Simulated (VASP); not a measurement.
Consider the following.

```yaml
crystal:
  lattice:
    - [3.24067, 0.00000, 0.00000]
    - [-1.62034, 2.80651, 0.00000]
    - [0.00000, 0.00000, 11.37402]
  atoms:
    - { symbol: P, position: [0.33333, 0.66667, 0.05448] }
    - { symbol: P, position: [0.66667, 0.33333, 0.55448] }
    - { symbol: P, position: [0.66667, 0.33333, 0.94552] }
    - { symbol: P, position: [0.33333, 0.66667, 0.44552] }
```

The numbers are results of PBEsol GGA, VASP's PBE PAW potentials (set 64) (plane waves; VASP), not measurements. Numerical set-up: 400 eV cut-off, Gaussian smearing of 0.050 eV, potentials P.

Question: Give the energies of bands 3 to 13 at the high-symmetry points, in eV from the valence-band maximum.

Answer: 
```json
[
 {"band": "3", "Γ": "-7.00", "M": "-9.41", "K": "-10.01", "A": "-6.88", "L": "-9.40", "H": "-10.01"},
 {"band": "4", "Γ": "-6.75", "M": "-9.39", "K": "-10.01", "A": "-6.88", "L": "-9.40", "H": "-10.01"},
 {"band": "5", "Γ": "-1.38", "M": "-3.63", "K": "-5.89", "A": "-0.88", "L": "-3.54", "H": "-5.88"},
 {"band": "6", "Γ": "-0.35", "M": "-3.43", "K": "-5.87", "A": "-0.88", "L": "-3.54", "H": "-5.88"},
 {"band": "7", "Γ": "-0.35", "M": "-2.61", "K": "-2.22", "A": "-0.35", "L": "-2.61", "H": "-2.19"},
 {"band": "8", "Γ": "-0.35", "M": "-2.60", "K": "-2.22", "A": "-0.35", "L": "-2.61", "H": "-2.19"},
 {"band": "9", "Γ": "-0.35", "M": "-1.92", "K": "-2.00", "A": "-0.35", "L": "-1.78", "H": "-2.03"},
 {"band": "10", "Γ": "-0.28", "M": "-1.64", "K": "-2.00", "A": "-0.35", "L": "-1.78", "H": "-2.03"},
 {"band": "11", "Γ": "3.67", "M": "1.58", "K": "1.56", "A": "3.68", "L": "1.63", "H": "1.70"},
 {"band": "12", "Γ": "3.68", "M": "1.69", "K": "1.85", "A": "3.68", "L": "1.63", "H": "1.70"},
 {"band": "13", "Γ": "3.69", "M": "2.75", "K": "4.80", "A": "3.69", "L": "3.12", "H": "5.18"}
]
```

The gap is indirect, 1.40 eV, from the valence maximum at K-Γ at 0.56 to the conduction minimum at Γ-M at 0.67.

The structure was generated: P was put into the lonsdaleite type (P6_3/mmc), which need not be its known phase. It was relaxed first, which changed the volume by +67 %.
